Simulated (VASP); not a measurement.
An input for Ansatz (written as the equivalent of a VASP run, and not itself run):

Ansatz 0.2 input:
```yaml
crystal:
  lattice:
    - [2.7937808, 0.0000000, 0.0000000]
    - [0.0000000, 2.7937808, 0.0000000]
    - [0.0000000, 0.0000000, 2.7937808]
  atoms:
    - { symbol: Al, position: [0.5000000, 0.5000000, 0.5000000] }
    - { symbol: Co, position: [0.0000000, 0.0000000, 0.0000000] }
kpoints:
  mp_grid: { grid: [15, 15, 15] }
hamiltonian:
  xc: lda
  pseudopotentials: { kind: paw }
scf:
  occupations: { method: tetrahedron }
  max_iter: 100
output: { forces: true, stress: true, eigenvalues: true }
```

Problem. Translate this input to VASP (INCAR, KPOINTS, POSCAR, choice of POTCAR).

Solution. This is not unique; one that fits is 
INCAR:
```
! general
SYSTEM =CoAl
PREC   =Accurate
ENCUT  =400
LREAL  =.False.
LASPH  =.True.

! electronic loop
EDIFF  =1E-7
NELM   =100
ALGO   =Normal
LMAXMIX=4

! smearing
ISMEAR =-5

! ions
ISIF   =2

! output
LWAVE  =.False.
LCHARG =.True.
LORBIT =11
NEDOS  =601
```

**POSCAR**
```
CoAl
2.7937810
  0.9999999412   0.0000000000   0.0000000000
  0.0000000000   0.9999999412   0.0000000000
  0.0000000000   0.0000000000   0.9999999412
Al Co
1 1
Cart
  0.4999999706   0.4999999706   0.4999999706
  0.0000000000   0.0000000000   0.0000000000
```

**KPOINTS**
```
Automatic mesh
0
gamma
 15 15 15
```

POTCAR, in this order: Al Co (LDA.64 set). Program: vasp_std.

What does not carry over: each code has its own PAW files, so the cut-off isn't converted (ENCUT is set for VASP's; basis.ecutwfc is left out, and Ansatz then takes the one that its files recommend); Ansatz stops its SCF on the density residual and VASP on the energy change (EDIFF); Ansatz's lda is the Perdew-Wang form, while the LDA potentials of VASP carry Perdew-Zunger's.

The compound is CoAl in the CsCl type structure. It was relaxed first, which changed the volume by -7 %.
